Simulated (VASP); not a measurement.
Input:

```yaml
crystal:
  lattice:
    - [4.17910, 0.00000, 0.00000]
    - [-2.08955, 3.61921, 0.00000]
    - [0.00000, 0.00000, 5.90438]
  atoms:
    - { symbol: Ti, position: [0.50000, 0.00000, 0.00000] }
    - { symbol: Ti, position: [0.50000, 0.50000, 0.33333] }
    - { symbol: Ti, position: [0.00000, 0.50000, 0.66667] }
    - { symbol: B, position: [0.20444, 0.40888, 0.00000] }
    - { symbol: B, position: [0.79556, 0.20444, 0.33333] }
    - { symbol: B, position: [0.59112, 0.79556, 0.66667] }
    - { symbol: B, position: [0.79556, 0.59112, 0.00000] }
    - { symbol: B, position: [0.20444, 0.79556, 0.33333] }
    - { symbol: B, position: [0.40888, 0.20444, 0.66667] }
```

Computed with PBEsol GGA, VASP's PBE PAW potentials (set 64) (plane waves; VASP). Numerical set-up: 520 eV cut-off, 10×10×6 Γ-centred mesh, tetrahedra with Blöchl corrections, potentials Ti_sv B.

**Question.** What does the run give for the energy per atom (σ→0), band gap (on the k-mesh) with the smallest direct gap where there is one?

**Answer.** 
| Item | Value |
|---|---|
| band gap (on the k-mesh) | none (metal, semimetal or under 0.01 eV) |
| energy per atom (σ→0) | -7.038 eV/atom |

Total energies compare only between runs with the same potentials, cut-off and functional.

The structure was generated: TiB2 was put into the CrSi2 type (P6_222), which need not be its known phase. It was relaxed first, which changed the volume by +6 %.
